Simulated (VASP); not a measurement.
These are LDA (Ceperley-Alder, Perdew-Zunger), VASP's LDA PAW potentials (set 64) (plane waves; VASP) values and carry that method's errors.

The input files of a VASP run:

**KPOINTS**
```
K-points
0
gamma
 23 23 8
0 0 0
```

INCAR:
```
SYSTEM = C
PREC = Accurate; ENCUT = 520; LREAL = .FALSE.
LASPH = .TRUE.; NBANDS = 36
EDIFF = 1E-7; NELM = 100; ALGO = Normal
ISMEAR = 0; SIGMA = 0.01
LWAVE = .FALSE.; LCHARG = .FALSE.; NEDOS = 1001
LOPTICS = .TRUE.; CSHIFT = 0.1
```

POSCAR:
```
C
1
    1.2245294726    -2.1189122068     0.0000000000
    1.2245294726     2.1189122068     0.0000000000
    0.0000000000     0.0000000000     6.6091341069
C
4
Direct
  0.5832855360   0.4167144640   0.7547846921
  0.4167144640   0.5832855360   0.2452153079
  0.9167144640   0.0832855360   0.7547846921
  0.0832855360   0.9167144640   0.2452153079
```

POTCAR, in this order: C (LDA.64 set). Program: vasp_std.

The dielectric response may not be converged in the k-mesh; for small gaps it tends to come out too large.

Problem. Estimate the energy per atom (σ→0), band gap (on the k-mesh).

Solution. 
```yaml
energy per atom (σ→0): -10.110 eV/atom
band gap (on the k-mesh): none (metal, semimetal or under 0.01 eV)
```

**OSZICAR**
```
...
DAV:   8    -0.404445449390E+02   -0.49785E-02   -0.72141E-02 56692   0.103E+00    0.554E-01
DAV:   9    -0.404384737206E+02    0.60712E-02   -0.17801E-03 57808   0.297E-01    0.650E-02
DAV:  10    -0.404385178907E+02   -0.44170E-04   -0.45529E-04 61448   0.794E-02    0.618E-02
DAV:  11    -0.404385103607E+02    0.75299E-05   -0.42292E-06 58500   0.911E-03    0.138E-02
DAV:  12    -0.404385097837E+02    0.57707E-06   -0.93737E-07 60508   0.413E-03    0.332E-03
DAV:  13    -0.404385097855E+02   -0.17999E-08   -0.51876E-08 45892   0.902E-04
   1 F= -.40438510E+02 E0= -.40438506E+02  d E =-.835179E-05
 imaginary and real dielectric function
```

The structure comes from a computed database's C entry (Cmme); how it stands against other phases isn't given here. It was relaxed first, which changed the volume by -6 %.
